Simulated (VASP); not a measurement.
# ZrHgS3: single point with LDA

Crystal: ZrHgS3.

```
CELL_PARAMETERS angstrom
4.90168 0.00000 0.00000
0.00000 4.90168 0.00000
0.00000 0.00000 4.90168
ATOMIC_POSITIONS crystal
Hg 0.00000 0.00000 0.00000
Zr 0.50000 0.50000 0.50000
S 0.50000 0.50000 0.00000
S 0.50000 0.00000 0.50000
S 0.00000 0.50000 0.50000
```

The cell comes from a database or a generator and needn't be the stable form of this composition.

```
Program             : VASP 6.6.1
Task                : single point
Functional          : LDA
Potentials or basis : VASP PAW LDA potentials, release 64 (Hg, Zr_sv, S)
Cutoff              : 520 eV
k mesh              : 4 × 4 × 4
Occupations         : gaussian, width 0.05 eV
Spin                : no spin polarisation
```

```yaml
Pressure: 0.1 GPa
Band_gap_on_the_k_mesh: none (metal or under the smearing width)
```

Levels at points of the mesh, in eV from the Fermi level:
```csv
k point,band 17,band 18,band 19,band 20,band 21,band 22,band 23,band 24,band 25,band 26
"(0.00, 0.00, 0.00)",-0.65,-0.65,-0.65,-0.03,-0.03,-0.03,1.15,1.15,1.15,3.64
"(0.50, 0.00, 0.00)",-1.96,-1.96,-0.81,-0.09,-0.09,1.07,1.17,3.65,3.69,3.69
"(0.50, 0.50, 0.00)",-1.82,-1.63,-1.63,-1.42,-0.04,0.65,3.74,3.74,4.41,4.58
"(0.50, 0.50, 0.50)",-3.53,-3.53,-1.85,0.61,0.61,0.61,4.14,4.14,4.14,7.41
```

Run time: 12 s on 1 thread of Intel(R) Xeon(R) Platinum 8559C (Emerald Rapids), with other jobs on the host, peak memory 0.18 GiB.

Spin-orbit coupling is left out, which matters for the levels of Hg.
